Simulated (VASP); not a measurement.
# Li2EuIr2 (I4/mmm) in VASP: single point with r2SCAN

Aim: the single point of Li2EuIr2 with r2SCAN.

Everything below comes from runs of VASP 6.6.1. Logs are shortened: lines on timing, memory, paths and dates and some standing lists are left out, and cuts for length are marked.

## (1) Starting point

The structure is tetragonal, space group I4/mmm (No. 139). Conventional cell: a = 3.925 Å, b = 3.925 Å, c = 9.738 Å, α = 90.00°, β = 90.00°, γ = 90.00°. Around Eu (site symmetry 4/mmm) lie 8 Li at 3.03 Å and 8 Ir at 3.13 Å. Li (site symmetry 4mm) has 4 Ir at 2.30 Å and 1 Li at 2.46 Å as nearest neighbours. Around Ir (site symmetry -4m2) lie 4 Li at 2.30 Å.

The cell was built by a generator and needn't be a form met in nature.

## (2) Single point, r2SCAN

The input, POSCAR:

```
Li2EuIr2
1.0
    0.0000000000      3.9250472300      0.0000000000
    3.9250472300      0.0000000000      0.0000000000
    1.9625231200      1.9625231200     -4.8692161400
Eu Li Ir
1 2 2
Direct
    0.0000000000      0.0000000000      0.0000000000
    0.3739000000      0.3739000000      0.2522000000
    0.6261000000      0.6261000000      0.7478000000
    0.7500000000      0.2500000000      0.5000000000
    0.2500000000      0.7500000000      0.5000000000
```

The input, INCAR.step1:

```
SYSTEM = Li2EuIr2
  PREC = Accurate
  ENCUT = 520
  ISMEAR = -5
  SIGMA = 0.1
  LREAL = .FALSE.
  LASPH = .TRUE.
  NELM = 100
  LMAXMIX = 6
  NBANDS = 28
  GGA = PE
  ALGO = Normal
  EDIFF = 1E-4
  LWAVE = .TRUE.
  LCHARG = .FALSE.
```

The input, INCAR.step2:

```
SYSTEM = Li2EuIr2
  PREC = Accurate
  ENCUT = 520
  EDIFF = 1E-6
  ISMEAR = -1
  SIGMA = 0.1
  LREAL = .FALSE.
  LASPH = .TRUE.
  NELM = 100
  ALGO = Normal
  ISIF = 2
  LWAVE = .FALSE.
  LCHARG = .FALSE.
  LMAXMIX = 6
  METAGGA = R2SCAN
  LMIXTAU = .TRUE.
  LORBIT = 11
  NBANDS = 28
  ISTART = 1
```

The input, KPOINTS:

```
regular mesh
0
G
  6 6 6
  0 0 0
```

Potentials or basis: VASP PAW PBE potentials, release 64 (Eu, Li_sv, Ir).

Started as:

```console
$ cat potpaw_PBE.64/Eu/POTCAR potpaw_PBE.64/Li_sv/POTCAR potpaw_PBE.64/Ir/POTCAR > POTCAR
$ cp INCAR.step1 INCAR
$ mpirun -np 1 vasp_std > vasp.out
$ cp INCAR.step2 INCAR
$ mpirun -np 1 vasp_std > vasp.out
```

OUTCAR:

```text
SYSTEM = Li2EuIr2
   PREC = Accurate
   ENCUT = 520
   EDIFF = 1E-6
   ISMEAR = -1
   LREAL = .FALSE.
   LASPH = .TRUE.
   NELM = 100
   ISIF = 2
   METAGGA = R2SCAN
   LORBIT = 11
   ISTART = 1

 ion  position               nearest neighbor table
   1  0.000  0.000  0.000-   2 3.03   3 3.03   3 3.03   3 3.03   2 3.03   2 3.03   3 3.03   2 3.03
                             5 3.13   4 3.13   5 3.13   4 3.13   4 3.13   5 3.13   5 3.13   4 3.13
   2  0.374  0.374  0.252-   4 2.30   5 2.30   5 2.30   4 2.30   3 2.46   1 3.03   1 3.03   1 3.03
                             1 3.03
   3  0.626  0.626  0.748-   4 2.30   5 2.30   5 2.30   4 2.30   2 2.46   1 3.03   1 3.03   1 3.03
                             1 3.03
   4  0.750  0.250  0.500-   2 2.30   3 2.30   2 2.30   3 2.30   5 2.78   5 2.78   5 2.78   5 2.78
                             1 3.13   1 3.13   1 3.13   1 3.13
   5  0.250  0.750  0.500-   2 2.30   3 2.30   2 2.30   3 2.30   4 2.78   4 2.78   4 2.78   4 2.78
                             1 3.13   1 3.13   1 3.13   1 3.13

  LATTYP: Found a body centered tetragonal cell.
 ALAT       =     3.9250472300
 C/A-ratio  =     2.4810993879

  Lattice vectors:

 A1 = (  -1.9625231200,   1.9625241100,   4.8692161400)
 A2 = (   1.9625241100,  -1.9625231200,   4.8692161400)
 A3 = (   1.9625231200,   1.9625231200,  -4.8692161400)

Analysis of symmetry for initial positions (statically):
=====================================================================
 Subroutine PRICEL returns:
 Original cell was already a primitive cell.

 Routine SETGRP: Setting up the symmetry group for a
 body centered tetragonal supercell.

 Subroutine GETGRP returns: Found 16 space group operations
 (whereof 16 operations were pure point group operations)
 out of a pool of 16 trial point group operations.

The static configuration has the point symmetry D_4h.

Analysis of symmetry for dynamics (positions and initial velocities):
=====================================================================
 Subroutine PRICEL returns:
 Original cell was already a primitive cell.

 Routine SETGRP: Setting up the symmetry group for a
 body centered tetragonal supercell.

 Subroutine GETGRP returns: Found 16 space group operations
 (whereof 16 operations were pure point group operations)
 out of a pool of 16 trial point group operations.

The dynamic configuration has the point symmetry D_4h.

 Subroutine INISYM returns: Found 16 space group operations
 (whereof 16 operations are pure point group operations),
 and found     1 'primitive' translations

[... 114 lines left out ...]
   EFERMI =   0.00;   METHOD = LEGACY
   ISMEAR =    -1;   SIGMA  =   0.10  broadening in eV -4-tet -1-fermi 0-gaus
   EFERMI_NEDOS =   21; number of points for ismear=-14 and -15
   IALGO  =     38    algorithm
   IMIX   =      4    mixing-type and parameters
     AMIX     =   0.40;   BMIX     =  1.00
     AMIX_MAG =   1.60;   BMIX_MAG =  1.00
  volume/ion in A,a.u.               =      15.00       101.25
  Fermi-wavevector in a.u.,A,eV,Ry     =   1.338505  2.529407 24.376121  1.791594
  Thomas-Fermi vector in A             =   2.466970
   LORBIT       =     11    0 simple, 1 ext, 2 COOP (PROOUT), +10 PAW based schemes
   METAGGA = R2SCAN    functional components
   LHFCALC =     F    Hartree Fock is set to
   AEXX    =    0.0000 exact exchange contribution
   IVDW    =     0    specifies the selected vdW correction
   LEPSILON=     F    determine dielectric tensor
   LRPA    =     F    only Hartree local field effects (RPA)
 non-spin polarized calculation
  energy-cutoff  :      520.00
  volume of cell :       75.02
 maximum number of plane-waves:      2067
 NGX is ok and might be reduce to    30

 number of electron      41.0000010 magnetization

 Free energy of the ion-electron system (eV)
  ---------------------------------------------------
  ext. energy  EPLUGINS =         0.00000000
  ---------------------------------------------------
  free energy    TOTEN  =      -141.75647278 eV

  energy without entropy =     -141.56753090  energy(sigma->0) =     -141.66200184

 E-fermi :   5.6066     XC(G=0): -12.4276

 val. band max:        5.5830533138   @ k =   0.3333   0.1667   0.0000
 cond. band min:       5.6073583874   @ k =   0.5000   0.5000   0.1667
 fundamental gap:      0.0243050737
 Fermi energy:         5.6065675075

 k-point     1 :       0.0000    0.0000    0.0000
  band No.  band energies     occupation
      1     -41.0421      2.00000
      2     -41.0047      2.00000
      3     -36.6400      2.00000
      4     -14.9585      2.00000
      5     -14.9585      2.00000
      6     -14.9416      2.00000
[... 733 lines left out ...]
     27       8.1578      0.00000
     28       8.7440      0.00000

 [... further k-points ...]

------------------------ aborting loop because EDIFF is reached ----------------------------------------

  FORCE on cell =-STRESS in cart. coord.  units (eV):
  Direction    XX          YY          ZZ          XY          YZ          ZX
  --------------------------------------------------------------------------------------
  -------------------------------------------------------------------------------------
  Total        7.7377118      7.7377118      0.7917501      0.0000000      0.0000001      0.0000001
  in kB      165.2624960    165.2624960     16.9102447      0.0000000      0.0000017      0.0000017
  external PRESSURE =     115.8117455 kB  Pullay stress =       0.0000000 kB

 VOLUME and BASIS-vectors are now :
 -----------------------------------------------------------------------------
  energy-cutoff  :      520.00
  volume of cell :       75.02
      direct lattice vectors                 reciprocal lattice vectors
     0.000000000  3.925047230  0.000000000     0.000000000  0.254774004  0.102685907
     3.925047230  0.000000000  0.000000000     0.254774004  0.000000000  0.102685907
     1.962523120  1.962523120 -4.869216140     0.000000000  0.000000000 -0.205371865

 POSITION                                       TOTAL-FORCE (eV/Angst)
 -----------------------------------------------------------------------------------
      0.00000      0.00000      0.00000        -0.000000     -0.000000      0.000000
      1.96252      1.96252     -1.22802         0.000000      0.000000      0.819946
      3.92505      3.92505     -3.64120        -0.000000     -0.000000     -0.819946
      1.96252      3.92505     -2.43461         0.000000     -0.000000      0.000000
      3.92505      1.96252     -2.43461        -0.000000      0.000000     -0.000000
 -----------------------------------------------------------------------------------
    total drift:                                0.000000     -0.000000     -0.000000

  FREE ENERGIE OF THE ION-ELECTRON SYSTEM (eV)
  ---------------------------------------------------
  free  energy   TOTEN  =      -141.7564727805 eV

  energy  without entropy=     -141.5675309041  energy(sigma->0) =     -141.66200184

 total charge

# of ion       s       p       d       f       tot
--------------------------------------------------
    1        2.067   5.658   0.547   6.240  14.512
    2        2.074   0.086   0.000   0.000   2.160
    3        2.074   0.086   0.000   0.000   2.160
    4        0.776   0.442   7.195   0.000   8.413
    5        0.776   0.442   7.195   0.000   8.413
--------------------------------------------------
tot          7.768   6.714  14.937   6.240  35.658
```

Wall time 11 min (1 thread of Intel Xeon Platinum 8375C at 2.90GHz (Ice Lake), shared host); peak memory 0.26 GiB.

Results:

```yaml
Free_energy: -141.7565 eV
Largest_force: 0.820 eV/Å
Band_gap_on_the_k_mesh: none (metal or under the smearing width)
Valence_electrons_inside_the_program's_atomic_spheres: Eu 14.51; Li 2.16; Ir 8.41
```

Forces on the atoms (eV/Å):
```
Eu   0.000  0.000  0.000
Li   0.000  0.000  0.820
Li   0.000  0.000 -0.820
Ir   0.000  0.000  0.000
Ir   0.000  0.000  0.000
```

Caveat: the cutoff is under 1.25 times the usual one of these potentials, so pressure, stress and relaxed cells hold a basis-set (Pulay) error; the PAW data sets were made with another functional, which shifts forces and pressure a little; without U or exact exchange the open f shell lies at the Fermi level, which spoils levels, moments and volumes. Spin polarisation is off, so any magnetic state and its effect on volume and gap are missing.
